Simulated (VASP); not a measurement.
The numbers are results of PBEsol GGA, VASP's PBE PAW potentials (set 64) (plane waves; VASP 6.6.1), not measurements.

A VASP calculation is set up with these files.

### KPOINTS
```
Automatic mesh
0
Gamma
5 5 5
0 0 0
```

POSCAR:
```
Tc
1
    0.0000000000     1.9278640000     1.9278640000
    1.9278640000     0.0000000000     1.9278640000
    1.9278640000     1.9278640000     0.0000000000
Tc
1
Direct
  0.0000000000   0.0000000000   0.0000000000
```

INCAR:
```
SYSTEM = Tc
PREC = Accurate
ENCUT = 300
EDIFF = 1E-6
NELM = 100
ALGO = Normal
LREAL = .FALSE.
LASPH = .TRUE.
ISMEAR = -1
SIGMA = 0.1
GGA = PS
LMAXMIX = 4
LWAVE = .FALSE.
LCHARG = .FALSE.
ISIF = 2
```

POTCAR, in this order: Tc_pv (PBE.64 set). Program: vasp_std.

At this cut-off the stress carries a Pulay error, which pulls relaxed volumes low. Gaps are read on the run's mesh, which can miss a band edge.

**Question.** What does the run give for the energy per atom (σ→0), pressure, band gap (on the k-mesh)?

**Answer.** 
* **energy per atom (σ→0)**: -11.193 eV/atom
* **band gap (on the k-mesh)**: none (metal, semimetal or under 0.01 eV)
* **pressure**: -10.20 GPa

File OSZICAR:
```
...
DAV:   5    -0.120230070248E+02   -0.21996E-04   -0.21996E-04   218   0.166E-01    0.175E+01
DAV:   6    -0.112906281836E+02    0.73238E+00   -0.14331E+00   208   0.157E+01    0.523E+00
DAV:   7    -0.112251544921E+02    0.65474E-01   -0.15560E-01   214   0.495E+00    0.922E-01
DAV:   8    -0.112203521477E+02    0.48023E-02   -0.69369E-03   216   0.116E+00    0.204E-01
DAV:   9    -0.112202944145E+02    0.57733E-04   -0.31526E-04   216   0.227E-01    0.355E-02
DAV:  10    -0.112202991572E+02   -0.47427E-05   -0.26302E-06   216   0.173E-02    0.361E-03
DAV:  11    -0.112202988104E+02    0.34681E-06   -0.82593E-07   120   0.114E-02
   1 F= -.11220299E+02 E0= -.11193149E+02  d E =-.543004E-01
```

The structure was generated: Tc was put into an ordered model structure, which need not be its known phase. The cell was not relaxed at this level. The k-mesh is coarse (spacing up to 0.56 per Å, 2π included), so the numbers may not be converged in it. The run is one of a series of settings (KPOINTS 5×5×5 Γ-centred mesh against the base run), some of them coarse on purpose.
